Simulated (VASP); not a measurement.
Calculation: LDA (Ceperley-Alder, Perdew-Zunger), VASP's LDA PAW potentials (set 64) (plane waves; VASP).

VASP ran on this input.

POSCAR:
```
KMgF3
1.0
  3.9784700000   0.0000000000   0.0000000000
  0.0000000000   3.9784700000   0.0000000000
  0.0000000000   0.0000000000   3.9784700000
K Mg F
1 1 3
Cart
  1.9898516629   1.9583501374   1.8980166398
 -0.0467231517  -0.0494245328   0.0194427829
 -0.0145492648   2.0242972561   0.1326541252
  1.9856225492   0.0678289350  -0.1173171234
  0.0642721828  -0.0225817957   2.0456775539
```

KPOINTS:
```
kpoints
0
G
 5 5 5
```

### INCAR
```
SYSTEM = KMgF3
PREC = Accurate
ENCUT = 400
EDIFF = 1E-6
NELM = 100
ALGO = Normal
LREAL = .FALSE.
LASPH = .TRUE.
ISMEAR = -1
SIGMA = 0.05
LWAVE = .FALSE.
LCHARG = .FALSE.
ISIF = 2
```

POTCAR, in this order: K_sv Mg F (LDA.64 set). Program: vasp_std.

Output

OUTCAR:
```
 ion  position               nearest neighbor table
   1  0.500  0.492  0.477-   3 2.65   3 2.67   4 2.73   4 2.76   5 2.77   5 2.78   5 2.86   2 3.34
                             2 3.37   2 3.40   2 3.42   2 3.47   2 3.49   2 3.53   2 3.55
   2  0.988  0.988  0.005-   3 1.91   4 1.95   5 1.96   5 2.03   4 2.04   3 2.08   1 3.34   1 3.37
                             1 3.40   1 3.42   1 3.47   1 3.49   1 3.53   1 3.55
   3  0.996  0.509  0.033-   2 1.91   2 2.08   1 2.65   1 2.67
   4  0.499  0.017  0.971-   2 1.95   2 2.04   1 2.73   1 2.76
   5  0.016  0.994  0.514-   2 1.96   2 2.03   1 2.77   1 2.78   1 2.86
  LATTYP: Found a simple cubic cell.
 ALAT       =     3.9784700000
 Subroutine PRICEL returns:
 Original cell was already a primitive cell.
 Subroutine GETGRP returns: Found  1 space group operations
The static configuration has the point symmetry C_1 .
The dynamic configuration has the point symmetry C_1 .
 Subroutine INISYM returns: Found  1 space group operations
 Subroutine IBZKPT returns following result:
 Found     63 irreducible k-points:

 Following reciprocal coordinates:
            Coordinates               Weight
  0.000000  0.000000  0.000000      1.000000
  0.200000  0.000000  0.000000      2.000000
  0.000000  0.200000  0.000000      2.000000
  0.000000  0.000000  0.200000      2.000000
...
```

OSZICAR:
```
       N       E                     dE             d eps       ncg     rms          rms(c)
DAV:   1     0.208123372084E+03    0.20812E+03   -0.15492E+04  2608   0.125E+03
DAV:   2    -0.187884676174E+02   -0.22691E+03   -0.22003E+03  3316   0.366E+02
DAV:   3    -0.287453587872E+02   -0.99569E+01   -0.99321E+01  3628   0.727E+01
DAV:   4    -0.290953704807E+02   -0.35001E+00   -0.34940E+00  3872   0.921E+00
DAV:   5    -0.290967875164E+02   -0.14170E-02   -0.14170E-02  3280   0.604E-01    0.824E+00
DAV:   6    -0.271484803475E+02    0.19483E+01   -0.78895E+00  2820   0.208E+01    0.393E+00
DAV:   7    -0.270815862977E+02    0.66894E-01   -0.24277E-01  3436   0.331E+00    0.264E+00
DAV:   8    -0.270409640162E+02    0.40622E-01   -0.59931E-02  2968   0.265E+00    0.268E-01
DAV:   9    -0.270402267337E+02    0.73728E-03   -0.99377E-03  3648   0.694E-01    0.990E-02
DAV:  10    -0.270403034702E+02   -0.76736E-04   -0.59293E-04  3144   0.190E-01    0.308E-02
DAV:  11    -0.270403048740E+02   -0.14038E-05   -0.26271E-05  3256   0.485E-02    0.172E-02
DAV:  12    -0.270403034963E+02    0.13777E-05   -0.52538E-06  2928   0.198E-02    0.435E-03
DAV:  13    -0.270403034330E+02    0.63280E-07   -0.79625E-07  2016   0.101E-02
   1 F= -.27040303E+02 E0= -.27040303E+02  d E =-.199007E-10
```

OUTCAR:
```
------------------------ aborting loop because EDIFF is reached ----------------------------------------
  FORCE on cell =-STRESS in cart. coord.  units (eV):
  Direction    XX          YY          ZZ          XY          YZ          ZX
  --------------------------------------------------------------------------------------
  Total       -4.8740053     -4.7433139     -4.9191364     -0.0132071      0.0028328      0.0263832
  in kB     -124.0076030   -120.6824690   -125.1558597     -0.3360234      0.0720730      0.6712593
  external PRESSURE =    -123.2819772 kB  Pullay stress =       0.0000000 kB
  volume of cell :       62.97
      direct lattice vectors                 reciprocal lattice vectors
     3.978470000  0.000000000  0.000000000     0.251352907  0.000000000  0.000000000
     0.000000000  3.978470000  0.000000000     0.000000000  0.251352907  0.000000000
     0.000000000  0.000000000  3.978470000     0.000000000  0.000000000  0.251352907
 POSITION                                       TOTAL-FORCE (eV/Angst)
 -----------------------------------------------------------------------------------
      1.98985      1.95835      1.89802        -0.062061      0.019779      0.243497
      3.93175      3.92905      0.01944         0.424275      0.673284      0.043497
      3.96392      2.02430      0.13265        -0.029059     -0.598187     -0.200582
      1.98562      0.06783      3.86115        -0.110275     -0.150444      0.393856
      0.06427      3.95589      2.04568        -0.222880      0.055568     -0.480268
 -----------------------------------------------------------------------------------
    total drift:                                0.000180     -0.000077     -0.000530
  FREE ENERGIE OF THE ION-ELECTRON SYSTEM (eV)
  ---------------------------------------------------
  free  energy   TOTEN  =       -27.0403034330 eV

  energy  without entropy=      -27.0403034330  energy(sigma->0) =      -27.04030343
```
(Selected blocks of OUTCAR.)

At this cut-off the stress carries a Pulay error, which pulls relaxed volumes low.

The structure comes from a computed database's KMgF3 entry; how it stands against other phases isn't given here. The cell was not relaxed at this level, atoms are displaced from their ideal sites. The run is one of a series of settings (GGA removed, POTCAR K_sv Mg F (LDA.64 set) against the base run), some of them coarse on purpose.
